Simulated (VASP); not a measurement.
Input:

```
AlP
1.0
    0.00000     2.74949     2.74949
    2.74949     0.00000     2.74949
    2.74949     2.74949     0.00000
Al P
1 1
Direct
  0.00000   0.00000   0.00000
  0.25000   0.25000   0.25000
```

Level of theory: optB88-vdW, VASP's PBE PAW potentials (set 64) (plane waves; VASP 6.6.1). Run with 520 eV cut-off, 9×9×9 Γ-centred mesh, tetrahedra with Blöchl corrections, potentials Al P.

Task: Predict the energy per atom (σ→0).

Result: 
- energy per atom (σ→0) = -3.860 eV/atom

Only differences to runs with the same potentials and settings are physical.

The compound is AlP in the zinc blende structure. It was relaxed first.
